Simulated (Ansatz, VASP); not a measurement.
## NaLa: VASP beside Ansatz

INCAR

```
SYSTEM = NaLa
ALGO     = Normal         ! electronic algorithm
EDIFF    = 1E-7           ! SCF threshold, eV
ENCUT    = 520            ! plane-wave cutoff, eV
GGA      = CA             ! functional
ISIF     = 2              ! what is computed and relaxed
ISMEAR   = 0              ! smearing method
LASPH    = .True.         ! aspherical terms in the spheres
LCHARG   = .False.        ! write CHGCAR
LREAL    = .False.        ! projectors in reciprocal space
LWAVE    = .False.        ! write WAVECAR
NBANDS   = 16             ! bands
NELM     = 80             ! most SCF steps
PREC     = Accurate       ! precision mode
SIGMA    = 0.05           ! smearing width, eV
```

The input KPOINTS:

```
k-points
0
Gamma
  9 9 4
  0 0 0
```

The input POSCAR:

```
NaLa
1.0
    3.6301339215      0.0000000000      0.0000000000
   -1.8150669607      3.1437881951      0.0000000000
    0.0000000000      0.0000000000      6.5267222050
La Na
1 1
Direct
    0.0000000000      0.0000000000      0.5000000000
    0.6666666667      0.3333333333      0.0000000000
```

Contents of input.yaml:

```yaml
crystal:
  lattice:
    - [3.6301339215, 0.0, 0.0]
    - [-1.8150669607, 3.1437881951, 0.0]
    - [0.0, 0.0, 6.526722205]
  atoms:
    - { symbol: La, position: [0.0, 0.0, 0.5] }
    - { symbol: Na, position: [0.6666666667, 0.3333333333, 0.0] }
kpoints:
  mp_grid: { grid: [9, 9, 4] }
scf:
  occupations: { method: gaussian, width: 0.05 }
hamiltonian:
  xc: lda
  pseudopotentials: { kind: all_electron, lapw: { basis_error: 0.001 } }
output:
  forces: true
  stress: true
  eigenvalues: true
```

Change from the starting cell: volume scaled by 1.02.

Alike in both runs: task single point; functional LDA; k mesh 9 × 9 × 4; occupations gaussian, width 0.05 eV; no spin polarisation.

|  | VASP | Ansatz |
| --- | --- | --- |
| version | VASP 6.6.1 | Ansatz 0.2.0 |
| potentials or method | VASP PAW LDA potentials, release 64 (La, Na_pv) | all-electron LAPW, scalar-relativistic |
| plane-wave cutoff (eV) | 520 | see its input |

|  | VASP | Ansatz | Ansatz less VASP |
| --- | --- | --- | --- |
| gap on the k mesh at the Fermi level (eV) | none | none | - |
| pressure (GPa) | -2.4 | -2.3 | +0.05 |
| largest component of the traceless stress (GPa) | 0.55 | 0.52 | -0.030 |

A gap of «none» marks a metal or a gap that the smearing closes. Ansatz ran all-electron here, so the differences hold the error of VASP's frozen core and of both bases.

Spin-orbit coupling is left out, which matters for the levels of La.
